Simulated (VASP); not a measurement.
Consider the following.

```yaml
crystal:
  lattice:
    - [-3.65117, 3.65117, 3.20607]
    - [3.65117, -3.65117, 3.20607]
    - [3.65117, 3.65117, -3.20607]
  atoms:
    - { symbol: V, position: [0.25000, 0.75000, 0.50000] }
    - { symbol: V, position: [0.50000, 0.50000, 0.00000] }
    - { symbol: Bi, position: [0.00000, 0.00000, 0.00000] }
    - { symbol: Bi, position: [0.75000, 0.25000, 0.50000] }
    - { symbol: O, position: [0.67033, 0.48888, 0.81855] }
    - { symbol: O, position: [0.23888, 0.92033, 0.31855] }
    - { symbol: O, position: [0.67033, 0.85178, 0.18145] }
    - { symbol: O, position: [0.60178, 0.92033, 0.68145] }
    - { symbol: O, position: [0.07967, 0.39822, 0.31855] }
    - { symbol: O, position: [0.51112, 0.32967, 0.18145] }
    - { symbol: O, position: [0.07967, 0.76112, 0.68145] }
    - { symbol: O, position: [0.14822, 0.32967, 0.81855] }
```

Method: PBEsol GGA, VASP's PBE PAW potentials (set 64) (plane waves; VASP). Run with 520 eV cut-off, 5×5×5 Γ-centred mesh, tetrahedra with Blöchl corrections, potentials V_sv Bi_d O.

The cores are frozen, which limits the accuracy of field gradients.

**Question.** Give the principal components of the electric field gradient (V/Å²) and the asymmetry η at each nucleus.

**Answer.** 
```csv
atom,Vxx,Vyy,Vzz,η
V1,15.6,15.6,-31.1,0.00
V2,15.6,15.6,-31.1,0.00
Bi3,-41.3,-41.3,82.6,0.00
Bi4,-41.3,-41.3,82.6,0.00
O5,22.7,9.5,-32.2,0.41
O6,22.7,9.5,-32.2,0.41
O7,22.7,9.5,-32.2,0.41
O8,22.7,9.5,-32.2,0.41
O9,22.7,9.5,-32.2,0.41
O10,22.7,9.5,-32.2,0.41
O11,22.7,9.5,-32.2,0.41
O12,22.7,9.5,-32.2,0.41
```

The structure comes from a computed database's VBiO4 entry (I4_1/amd); how it stands against other phases isn't given here. It was relaxed first. The run is not spin-polarised, so no magnetic state was tried.
